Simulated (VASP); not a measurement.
A run of VASP 6.6.1:

Contents of POSCAR:

```
Tc3Ge
1.0
    0.0000000000      3.0569000000      3.0569000000
    3.0569000000      0.0000000000      3.0569000000
    3.0569000000      3.0569000000      0.0000000000
Tc Ge
3 1
Direct
    0.2500000000      0.2500000000      0.2500000000
    0.7500000000      0.7500000000      0.7500000000
    0.5000000000      0.5000000000      0.5000000000
    0.0000000000      0.0000000000      0.0000000000
```

The input INCAR.step1:

```
ALGO = Normal
EDIFF = 1E-4
ENCUT = 520
GGA = PE
ISMEAR = -1
LASPH = T
LCHARG = F
LREAL = F
LWAVE = T
NBANDS = 34
NELM = 100
PREC = Accurate
SIGMA = 0.1
```

File INCAR.step2:

```
ALGO = Normal
EDIFF = 1E-7
ENCUT = 520
ISIF = 2
ISMEAR = -1
ISTART = 1
LASPH = T
LCHARG = F
LMIXTAU = T
LREAL = F
LWAVE = F
METAGGA = R2SCAN
NBANDS = 34
NELM = 100
PREC = Accurate
SIGMA = 0.1
```

KPOINTS

```
k-points
0
Gamma
  3 3 3
```

Potentials or basis: VASP PAW PBE potentials, release 64 (Tc_pv, Ge_d).

Command:

```sh
$ cat potpaw_PBE.64/Tc_pv/POTCAR potpaw_PBE.64/Ge_d/POTCAR > POTCAR
$ cp INCAR.step1 INCAR
$ mpirun -np 1 vasp_std > vasp.out
$ cp INCAR.step2 INCAR
$ mpirun -np 1 vasp_std > vasp.out
```

Hardware: 1 thread of Intel(R) Xeon(R) Platinum 8559C (Emerald Rapids), on a shared host.

Problem. Estimate the wall time of this run.

Solution. Run time: 27 s on 1 thread of Intel(R) Xeon(R) Platinum 8559C (Emerald Rapids), on a shared host, peak memory 0.18 GiB. Counts: scf iterations 10, k points 4.
